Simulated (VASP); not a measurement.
All values below come from PBE GGA, VASP's PBE PAW potentials (set 64) (plane waves; VASP 6.6.1).

VASP input:

**INCAR**
```
# general
SYSTEM=C35NSi36
PREC  =Normal
ENCUT =400
LREAL =Auto
LASPH =.True.
ISYM  =0
NELECT=288.0

# electronic loop
EDIFF =1E-5
NELM  =100
NELMIN=4
ALGO  =Fast

# smearing
ISMEAR=0
SIGMA =0.05

# functional
GGA   =PE

# ions
IBRION=2
NSW   =60
ISIF  =2
EDIFFG=-0.03

# output
LWAVE =.True.
LCHARG=.False.
```

File KPOINTS:
```
Automatic mesh
0
Gamma
1 1 1
0 0 0
```

File POSCAR:
```
C35NSi36
1
    4.6409808260    -8.0384148411     0.0000000000
    4.6409808260     8.0384148411     0.0000000000
    0.0000000000     0.0000000000    10.1276834096
Si C N
36 35 1
Direct
  0.0000000000   0.0000000000   0.0000000000
  0.0000000000   0.0000000000   0.5000000000
  0.2222220000   0.1111110000   0.7501800000
  0.1111110000   0.2222220000   0.2501800000
  0.0000000000   0.3333330000   0.0000000000
  0.0000000000   0.3333330000   0.5000000000
  0.2222220000   0.4444440000   0.7501800000
  0.1111110000   0.5555560000   0.2501800000
  0.0000000000   0.6666670000   0.0000000000
  0.0000000000   0.6666670000   0.5000000000
  0.2222220000   0.7777780000   0.7501800000
  0.1111110000   0.8888890000   0.2501800000
  0.3333330000   0.0000000000   0.0000000000
  0.3333330000   0.0000000000   0.5000000000
  0.5555560000   0.1111110000   0.7501800000
  0.4444440000   0.2222220000   0.2501800000
  0.3333330000   0.3333330000   0.0000000000
  0.3278930000   0.3282730000   0.5000410000
  0.5581150000   0.4449360000   0.7542000000
  0.4444440000   0.5555560000   0.2501800000
  0.3333330000   0.6666670000   0.0000000000
  0.3333330000   0.6666670000   0.5000000000
  0.5555560000   0.7777780000   0.7501800000
  0.4444440000   0.8888890000   0.2501800000
  0.6666670000   0.0000000000   0.0000000000
  0.6666670000   0.0000000000   0.5000000000
  0.8888890000   0.1111110000   0.7501800000
  0.7777780000   0.2222220000   0.2501800000
  0.6666670000   0.3333330000   0.0000000000
  0.6611710000   0.3304770000   0.5043020000
  0.8888890000   0.4444440000   0.7501800000
  0.7777780000   0.5555560000   0.2501800000
  0.6666670000   0.6666670000   0.0000000000
  0.6599630000   0.6642870000   0.4972000000
  0.8888890000   0.7777780000   0.7501800000
  0.7777780000   0.8888890000   0.2501800000
  0.0000000000   0.0000000000   0.8121600000
  0.0000000000   0.0000000000   0.3121600000
  0.2173980000   0.1090970000   0.5682370000
  0.1111110000   0.2222220000   0.0632900000
  0.0000000000   0.3333330000   0.8121600000
  0.0000000000   0.3333330000   0.3121600000
  0.2279290000   0.4472170000   0.5675670000
  0.1111110000   0.5555560000   0.0632900000
  0.0000000000   0.6666670000   0.8121600000
  0.0000000000   0.6666670000   0.3121600000
  0.2222220000   0.7777780000   0.5632900000
  0.1111110000   0.8888890000   0.0632900000
  0.3333330000   0.0000000000   0.8121600000
  0.3333330000   0.0000000000   0.3121600000
  0.5552450000   0.1128500000   0.5619310000
  0.4444440000   0.2222220000   0.0632900000
  0.3323150000   0.3261440000   0.8161780000
  0.3296500000   0.3262020000   0.3121570000
  0.4444440000   0.5555560000   0.0632900000
  0.3333330000   0.6666670000   0.8121600000
  0.3333330000   0.6666670000   0.3121600000
  0.5611520000   0.7823640000   0.5672010000
  0.4444440000   0.8888890000   0.0632900000
  0.6666670000   0.0000000000   0.8121600000
  0.6666670000   0.0000000000   0.3121600000
  0.8888890000   0.1111110000   0.5632900000
  0.7777780000   0.2222220000   0.0632900000
  0.6718860000   0.3382590000   0.8137140000
  0.6725070000   0.3356540000   0.3139420000
  0.8881940000   0.4445190000   0.5591270000
  0.7777780000   0.5555560000   0.0632900000
  0.6640820000   0.6629450000   0.8147310000
  0.6639220000   0.6602990000   0.3109100000
  0.8874180000   0.7703740000   0.5589190000
  0.7777780000   0.8888890000   0.0632900000
  0.5603930000   0.4441760000   0.5668760000
```

POTCAR, in this order: Si C N (PBE.64 set). Program: vasp_gam.

The run wrote:

### OUTCAR
```
 ion  position               nearest neighbor table
   1  0.000  0.000  0.000-  40 1.90  71 1.90  48 1.90  37 1.90  17 3.09  33 3.09  13 3.09   5 3.09
                            25 3.09   9 3.09   3 3.10  35 3.10  27 3.10   4 3.10  36 3.10  12 3.10
   2  0.000  0.000  0.500-  39 1.88  62 1.90  38 1.90  70 1.94  18 3.05  10 3.09  14 3.09   6 3.09
                            26 3.09   4 3.10  36 3.10  12 3.10  35 3.10   3 3.10  27 3.10  34 3.14
   3  0.222  0.111  0.750-  39 1.84  53 1.85  37 1.89  49 1.89  18 3.08  35 3.09   7 3.09  27 3.09
                            11 3.09  15 3.09  17 3.10   1 3.10  13 3.10   2 3.10  14 3.10  19 3.11
   4  0.111  0.222  0.250-  54 1.87  40 1.89  38 1.89  42 1.89  18 3.07  36 3.09  16 3.09  28 3.09
                            12 3.09  20 3.09   8 3.09   2 3.10   6 3.10   1 3.10  17 3.10   5 3.10
   5  0.000  0.333  0.000-  63 1.90  40 1.90  44 1.90  41 1.90  25 3.09   1 3.09  29 3.09  17 3.09
                            21 3.09   9 3.09  27 3.10   7 3.10  31 3.10  28 3.10   4 3.10   8 3.10
   6  0.000  0.333  0.500-  66 1.89  62 1.90  42 1.90  43 1.96  18 3.07  26 3.09   2 3.09  22 3.09
                            10 3.09  28 3.10   4 3.10   8 3.10  27 3.10   7 3.10  31 3.10  30 3.13
   7  0.222  0.444  0.750-  43 1.85  41 1.89  56 1.89  53 1.95  27 3.09   3 3.09  31 3.09  23 3.09
                            11 3.09   5 3.10  17 3.10  21 3.10  18 3.10   6 3.10  22 3.10  19 3.12
   8  0.111  0.556  0.250-  44 1.89  57 1.89  46 1.89  42 1.89  24 3.09  20 3.09  12 3.09  32 3.09
                            28 3.09   4 3.09  22 3.10  10 3.10   6 3.10  21 3.10   9 3.10   5 3.10
   9  0.000  0.667  0.000-  48 1.90  67 1.90  44 1.90  45 1.90  13 3.09  21 3.09  33 3.09   1 3.09
                            29 3.09   5 3.09  11 3.10  35 3.10  31 3.10  12 3.10  32 3.10   8 3.10
  10  0.000  0.667  0.500-  70 1.84  66 1.88  47 1.90  46 1.90  14 3.09   2 3.09  22 3.09   6 3.09
                            12 3.10  32 3.10   8 3.10  11 3.10  35 3.10  31 3.10  30 3.13  34 3.15
  11  0.222  0.778  0.750-  47 1.89  45 1.89  49 1.89  56 1.89   3 3.09  35 3.09  31 3.09  15 3.09
                             7 3.09  23 3.09   9 3.10  13 3.10  21 3.10  14 3.10  10 3.10  22 3.10
  12  0.111  0.889  0.250-  48 1.89  46 1.89  50 1.89  38 1.89  16 3.09  32 3.09  24 3.09   8 3.09
                             4 3.09  36 3.09  10 3.10  14 3.10   2 3.10  13 3.10   9 3.10   1 3.10
  13  0.333  0.000  0.000-  48 1.90  52 1.90  59 1.90  49 1.90   9 3.09  17 3.09  21 3.09   1 3.09
                            29 3.09  25 3.09  11 3.10   3 3.10  15 3.10  12 3.10  16 3.10  24 3.10
  14  0.333  0.000  0.500-  51 1.89  47 1.90  50 1.90  39 1.94  30 3.06  18 3.07  10 3.09  22 3.09
                             2 3.09  26 3.09  12 3.10  16 3.10  24 3.10  11 3.10   3 3.10  15 3.10
  15  0.556  0.111  0.750-  60 1.89  49 1.89  51 1.91  64 1.94  30 3.05  19 3.09  31 3.09  27 3.09
                            23 3.09  11 3.09   3 3.09  29 3.10  25 3.10  13 3.10  26 3.10  14 3.10
  16  0.444  0.222  0.250-  54 1.87  52 1.89  50 1.89  65 1.94  12 3.09   4 3.09  24 3.09  32 3.09
                            28 3.09  20 3.09  14 3.10  18 3.10  13 3.10  17 3.10  29 3.10  30 3.11
  17  0.333  0.333  0.000-  53 1.86  40 1.90  52 1.90  55 1.90  19 3.08   1 3.09  13 3.09   5 3.09
                            33 3.09  29 3.09  21 3.09   3 3.10   7 3.10   4 3.10  16 3.10  20 3.10
  18  0.328  0.328  0.500-  43 1.89  39 1.89  54 1.90  72 1.99   2 3.05   6 3.07   4 3.07  14 3.07
                             3 3.08  30 3.08   7 3.10  16 3.10  34 3.10  22 3.12  20 3.12
  19  0.558  0.445  0.754-  68 1.86  64 1.87  72 1.90  53 1.92  29 3.05  33 3.06  31 3.07  17 3.08
                            30 3.08  35 3.08  15 3.09  23 3.10   3 3.11   7 3.12  34 3.14
  20  0.444  0.556  0.250-  69 1.87  55 1.89  57 1.89  54 1.95  34 3.04  24 3.09   8 3.09   4 3.09
...
```

**OSZICAR**
```
...
RMM:  12    -0.542243268100E+03   -0.14738E-02   -0.78418E-03   369   0.190E-01    0.569E-02
RMM:  13    -0.542243473466E+03   -0.20537E-03   -0.31415E-03   375   0.994E-02    0.780E-02
RMM:  14    -0.542243466336E+03    0.71296E-05   -0.10163E-03   362   0.591E-02    0.268E-02
RMM:  15    -0.542243440232E+03    0.26104E-04   -0.10898E-04   342   0.216E-02    0.125E-02
RMM:  16    -0.542243438269E+03    0.19635E-05   -0.47146E-05   278   0.119E-02
   1 F= -.54224344E+03 E0= -.54224344E+03  d E =-.542243E+03
       N       E                     dE             d eps       ncg     rms          rms(c)
DAV:   1    -0.542580952225E+03   -0.33751E+00   -0.19544E+02   388   0.346E+01    0.438E+00
RMM:   2    -0.542601972635E+03   -0.21020E-01   -0.46634E+00   362   0.492E+00    0.190E+00
RMM:   3    -0.542533177989E+03    0.68795E-01   -0.96733E-01   362   0.204E+00    0.108E+00
RMM:   4    -0.542537436517E+03   -0.42585E-02   -0.22711E-01   374   0.891E-01    0.556E-01
RMM:   5    -0.542538473445E+03   -0.10369E-02   -0.32166E-02   369   0.397E-01    0.185E-01
RMM:   6    -0.542539226183E+03   -0.75274E-03   -0.80032E-03   377   0.184E-01    0.853E-02
RMM:   7    -0.542539311995E+03   -0.85811E-04   -0.20978E-03   369   0.916E-02    0.366E-02
RMM:   8    -0.542539297666E+03    0.14328E-04   -0.39471E-04   372   0.430E-02    0.187E-02
RMM:   9    -0.542539306329E+03   -0.86631E-05   -0.15742E-04   364   0.235E-02    0.110E-02
RMM:  10    -0.542539304770E+03    0.15595E-05   -0.34429E-05   257   0.116E-02
   2 F= -.54253930E+03 E0= -.54253930E+03  d E =-.295867E+00
       N       E                     dE             d eps       ncg     rms          rms(c)
DAV:   1    -0.542946782767E+03   -0.40748E+00   -0.37029E+01   388   0.151E+01    0.181E+00
RMM:   2    -0.542945421250E+03    0.13615E-02   -0.84674E-01   362   0.208E+00    0.815E-01
RMM:   3    -0.542932658923E+03    0.12762E-01   -0.18545E-01   363   0.862E-01    0.414E-01
RMM:   4    -0.542933560270E+03   -0.90135E-03   -0.41085E-02   374   0.379E-01    0.200E-01
RMM:   5    -0.542933741820E+03   -0.18155E-03   -0.60015E-03   371   0.168E-01    0.647E-02
RMM:   6    -0.542933858564E+03   -0.11674E-03   -0.13195E-03   378   0.753E-02    0.297E-02
RMM:   7    -0.542933875964E+03   -0.17400E-04   -0.29171E-04   374   0.351E-02    0.119E-02
RMM:   8    -0.542933876189E+03   -0.22502E-06   -0.62442E-05   316   0.165E-02
   3 F= -.54293388E+03 E0= -.54293388E+03  d E =-.690438E+00
       N       E                     dE             d eps       ncg     rms          rms(c)
DAV:   1    -0.542996920878E+03   -0.63045E-01   -0.14225E+01   388   0.946E+00    0.106E+00
RMM:   2    -0.543001200684E+03   -0.42798E-02   -0.28825E-01   362   0.121E+00    0.462E-01
RMM:   3    -0.542997714357E+03    0.34863E-02   -0.58006E-02   364   0.494E-01    0.223E-01
RMM:   4    -0.542997967313E+03   -0.25296E-03   -0.13358E-02   373   0.219E-01    0.985E-02
RMM:   5    -0.542998063431E+03   -0.96117E-04   -0.19349E-03   374   0.937E-02    0.386E-02
RMM:   6    -0.542998099414E+03   -0.35983E-04   -0.41923E-04   379   0.425E-02    0.147E-02
RMM:   7    -0.542998106275E+03   -0.68615E-05   -0.93139E-05   346   0.191E-02
   4 F= -.54299811E+03 E0= -.54299811E+03  d E =-.642301E-01
       N       E                     dE             d eps       ncg     rms          rms(c)
DAV:   1    -0.543002483877E+03   -0.43845E-02   -0.58133E-01   404   0.191E+00    0.211E-01
RMM:   2    -0.543002676227E+03   -0.19235E-03   -0.11843E-02   362   0.244E-01    0.940E-02
RMM:   3    -0.543002526138E+03    0.15009E-03   -0.23578E-03   364   0.996E-02    0.443E-02
RMM:   4    -0.543002537189E+03   -0.11051E-04   -0.54743E-04   372   0.441E-02    0.196E-02
RMM:   5    -0.543002540891E+03   -0.37020E-05   -0.78695E-05   332   0.188E-02
   5 F= -.54300254E+03 E0= -.54300254E+03  d E =-.686647E-01
       N       E                     dE             d eps       ncg     rms          rms(c)
DAV:   1    -0.543019834289E+03   -0.17297E-01   -0.19287E+00   372   0.347E+00    0.352E-01
RMM:   2    -0.543021710541E+03   -0.18763E-02   -0.37222E-02   362   0.424E-01    0.160E-01
RMM:   3    -0.543021641588E+03    0.68952E-04   -0.62910E-03   366   0.168E-01    0.881E-02
RMM:   4    -0.543021660611E+03   -0.19023E-04   -0.15562E-03   375   0.762E-02    0.316E-02
RMM:   5    -0.543021679002E+03   -0.18391E-04   -0.22049E-04   377   0.311E-02    0.167E-02
RMM:   6    -0.543021683316E+03   -0.43135E-05   -0.49402E-05   279   0.146E-02
   6 F= -.54302168E+03 E0= -.54302168E+03  d E =-.191424E-01
       N       E                     dE             d eps       ncg     rms          rms(c)
DAV:   1    -0.543022375594E+03   -0.69659E-03   -0.11133E-01   404   0.833E-01    0.847E-02
RMM:   2    -0.543022492050E+03   -0.11646E-03   -0.21890E-03   362   0.103E-01    0.388E-02
RMM:   3    -0.543022491229E+03    0.82070E-06   -0.38108E-04   367   0.408E-02    0.216E-02
RMM:   4    -0.543022492834E+03   -0.16046E-05   -0.92427E-05   355   0.185E-02
   7 F= -.54302249E+03 E0= -.54302249E+03  d E =-.199519E-01
       N       E                     dE             d eps       ncg     rms          rms(c)
DAV:   1    -0.543028551340E+03   -0.60601E-02   -0.83990E-01   388   0.232E+00    0.229E-01
RMM:   2    -0.543028771185E+03   -0.21984E-03   -0.13470E-02   362   0.268E-01    0.108E-01
RMM:   3    -0.543028698691E+03    0.72494E-04   -0.31283E-03   365   0.114E-01    0.534E-02
RMM:   4    -0.543028741676E+03   -0.42985E-04   -0.71160E-04   382   0.499E-02    0.255E-02
RMM:   5    -0.543028747408E+03   -0.57313E-05   -0.90483E-05   363   0.209E-02
   8 F= -.54302875E+03 E0= -.54302875E+03  d E =-.625457E-02
       N       E                     dE             d eps       ncg     rms          rms(c)
DAV:   1    -0.543028800473E+03   -0.58796E-04   -0.70297E-03   428   0.212E-01    0.216E-02
RMM:   2    -0.543028805038E+03   -0.45659E-05   -0.13005E-04   362   0.263E-02    0.105E-02
RMM:   3    -0.543028805670E+03   -0.63149E-06   -0.31347E-05   252   0.114E-02    0.571E-03
RMM:   4    -0.543028806014E+03   -0.34414E-06   -0.55164E-06   205   0.479E-03
   9 F= -.54302881E+03 E0= -.54302881E+03  d E =-.631318E-02
       N       E                     dE             d eps       ncg     rms          rms(c)
DAV:   1    -0.543030905401E+03   -0.20997E-02   -0.50221E-01   372   0.180E+00    0.169E-01
RMM:   2    -0.543031136705E+03   -0.23130E-03   -0.78620E-03   362   0.198E-01    0.762E-02
RMM:   3    -0.543031084369E+03    0.52337E-04   -0.16694E-03   369   0.805E-02    0.383E-02
RMM:   4    -0.543031093138E+03   -0.87691E-05   -0.37432E-04   380   0.356E-02    0.164E-02
RMM:   5    -0.543031096644E+03   -0.35065E-05   -0.46530E-05   273   0.143E-02
  10 F= -.54303110E+03 E0= -.54303110E+03  d E =-.229063E-02
       N       E                     dE             d eps       ncg     rms          rms(c)
DAV:   1    -0.543031100448E+03   -0.73106E-05   -0.52674E-04   412   0.577E-02    0.606E-03
RMM:   2    -0.543031101104E+03   -0.65552E-06   -0.11844E-05   207   0.778E-03    0.276E-03
RMM:   3    -0.543031101203E+03   -0.98931E-07   -0.23863E-06   205   0.310E-03    0.154E-03
RMM:   4    -0.543031101202E+03    0.23283E-09   -0.24640E-07    76   0.148E-03
  11 F= -.54303110E+03 E0= -.54303110E+03  d E =-.229519E-02
       N       E                     dE             d eps       ncg     rms          rms(c)
DAV:   1    -0.543031815559E+03   -0.71436E-03   -0.11489E-01   372   0.862E-01    0.820E-02
RMM:   2    -0.543031872064E+03   -0.56505E-04   -0.17741E-03   362   0.956E-02    0.378E-02
RMM:   3    -0.543031866889E+03    0.51753E-05   -0.40383E-04   371   0.395E-02    0.195E-02
RMM:   4    -0.543031869589E+03   -0.26999E-05   -0.80714E-05   344   0.172E-02
  12 F= -.54303187E+03 E0= -.54303187E+03  d E =-.768386E-03
```

OUTCAR:
```
------------------------ aborting loop because EDIFF is reached ----------------------------------------
  FORCE on cell =-STRESS in cart. coord.  units (eV):
  Direction    XX          YY          ZZ          XY          YZ          ZX
  --------------------------------------------------------------------------------------
  Total      -11.2572958    -11.1466727    -30.5880485     -0.0350552      0.0221395      0.0040584
  in kB      -23.8684577    -23.6339075    -64.8547890     -0.0743264      0.0469417      0.0086050
  external PRESSURE =     -37.4523847 kB  Pullay stress =       0.0000000 kB
  volume of cell :      755.65
      direct lattice vectors                 reciprocal lattice vectors
     4.640980826 -8.038414841  0.000000000     0.107735847 -0.062201318  0.000000000
     4.640980826  8.038414841  0.000000000     0.107735847  0.062201318  0.000000000
     0.000000000  0.000000000 10.127683410     0.000000000  0.000000000  0.098739263
  FREE ENERGIE OF THE ION-ELECTRON SYSTEM (eV)
  ---------------------------------------------------
  free  energy   TOTEN  =      -543.0318695889 eV

  energy  without entropy=     -543.0318695889  energy(sigma->0) =     -543.03186959

 reached required accuracy - stopping structural energy minimisation
```
(Selected blocks of OUTCAR.)

**CONTCAR**
```
C35NSi36
   1.00000000000000
     4.6409808259999998   -8.0384148410999998    0.0000000000000000
     4.6409808259999998    8.0384148410999998    0.0000000000000000
     0.0000000000000000    0.0000000000000000   10.1276834095999995
  Si              C               N
    36    35     1
Direct
     0.9999410208232287    0.9994387717578258    0.0009171837930897
     0.9993536037815340    0.9996313054320282    0.5000921888470852
     0.2218322097234309    0.1098019541607189    0.7515450528731084
     0.1108268845094609    0.2215285482716228    0.2512437455116486
     0.0003494588266563    0.3335205801932954    0.0010111283298495
     0.9997753201053712    0.3325389649463014    0.5001504084977308
     0.2222086020979451    0.4447962472886389    0.7516351079196920
     0.1111933691083641    0.5554170569556738    0.2505270487595398
     0.0003420606786425    0.6667200071690969    0.0008278207787072
     0.0005932778732737    0.6666756917515541    0.4998116879856369
     0.2223146003985165    0.7775199992406775    0.7513497924964319
     0.1109860788309096    0.8883218504600742    0.2505161360775512
     0.3332709354461928    0.9995803980040397    0.0009331962721426
     0.3328460248042837    0.9988999866175274    0.4999045573279905
     0.5549673675207711    0.1100692395267234    0.7516181916480645
     0.4440567127846516    0.2210763726128663    0.2508500086132684
     0.3336960488601292    0.3331027632005081    0.0008586285073907
     0.3296712410969762    0.3309456928583259    0.4999966308871574
     0.5554286506910338    0.4439587770031628    0.7541154701708136
     0.4438398731319681    0.5552056653522289    0.2508498488264122
     0.3333128155056253    0.6666008843803598    0.0009197536506314
     0.3328641820533486    0.6665773946969171    0.4998685328695496
     0.5550204898578999    0.7777796982209508    0.7515685212188264
     0.4442114306289473    0.8884583765627795    0.2507153861648279
     0.6663152636407348    0.9996286067755763    0.0010327539369464
     0.6669799992914438    0.9998682055717910    0.5002194027208158
     0.8889290939411492    0.1108931428178530    0.7512107961505056
     0.7779155565327736    0.2219058396133693    0.2512580418535568
     0.6665767596410641    0.3334179006459501    0.0008659548022754
     0.6683770413702628    0.3312785343553766    0.4999779941443288
     0.8898673695215569    0.4447708150359141    0.7515415467513642
     0.7783374496929556    0.5555030303269156    0.2506668070926565
     0.6661772964096701    0.6657856567507300    0.0007785585950423
     0.6679603689549647    0.6693446019797926    0.5000345589101883
     0.8895294542934132    0.7774756115727722    0.7515181608772310
     0.7773824069720346    0.8882898654013736    0.2512409577515455
     0.9998071639547356    0.9995832138955122    0.8130589776968125
     0.9997195415739785    0.9992394690029941    0.3130350417402825
     0.2234636736731977    0.1114663131364595    0.5621628940330446
     0.1116801677957984    0.2221151976883178    0.0619011381282099
     0.0001819955939034    0.3330679385571263    0.8131563255745922
     0.0001671537041536    0.3331676008089278    0.3130800067674634
     0.2238117452701702    0.4445296991116774    0.5622182700591329
     0.1112565666532307    0.5555105596256972    0.0617402565867216
     0.0001421184113873    0.6664079743361035    0.8131762768626865
     0.9999653941101783    0.6662516901263325    0.3128256772474421
     0.2221633182668554    0.7773799182880171    0.5619556345059393
     0.1111491809367294    0.8887171532614644    0.0617353114633831
     0.3333412001678970    0.9996874850971254    0.8132570322457964
     0.3330776044773947    0.9994429344294725    0.3129495434515659
     0.5549513574707802    0.1118190447121963    0.5621982405006253
     0.4446543846389503    0.2221442982474021    0.0619007298293961
     0.3340888570830812    0.3332513308274200    0.8111476113614873
     0.3347473349974507    0.3334817710198101    0.3146401392521004
     0.4442614223459525    0.5549368456196722    0.0618831797116239
     0.3335137307672025    0.6665349811642970    0.8132458237040048
     0.3332533688495037    0.6662866042429541    0.3129146500060324
     0.5547982090867662    0.7757373732550688    0.5621704417511253
     0.4444061198641752    0.8886281092523027    0.0619230008498654
     0.6667721425317430    0.9998181118555728    0.8131670451770169
     0.6664179184413727    0.9996096290461887    0.3131870597428952
     0.8887037384325156    0.1107196693642577    0.5618830782339007
     0.7776621912343047    0.2224322392402227    0.0618837006255845
     0.6663382793147572    0.3335229323924468    0.8111658248246786
     0.6658456235558290    0.3338235757899935    0.3145773933848125
     0.8879112209093063    0.4447229250718548    0.5621527008916318
     0.7777197178317743    0.5553911570735681    0.0617150610024643
     0.6660298630235235    0.6652994237914590    0.8110856478656191
     0.6655375805248477    0.6643348129698624    0.3146261642215540
     0.8874323773372613    0.7755466719922998    0.5620992209500580
     0.7771312909274285    0.8877280032371804    0.0618396016237946
     0.5554321268406844    0.4438553049574402    0.5625727365130624
```

At this cut-off the stress carries a Pulay error, which pulls relaxed volumes low. The cell is charged, with a uniform compensating background. The supercell is sampled at Γ alone, which is coarse: total energies, pressure and levels can be off, energies of defects by several tenths of an eV.

The cell is a supercell with a defect, built from SiC (4h): N_C, charge +1. The run is not spin-polarised, so no state with unpaired spins was tried.
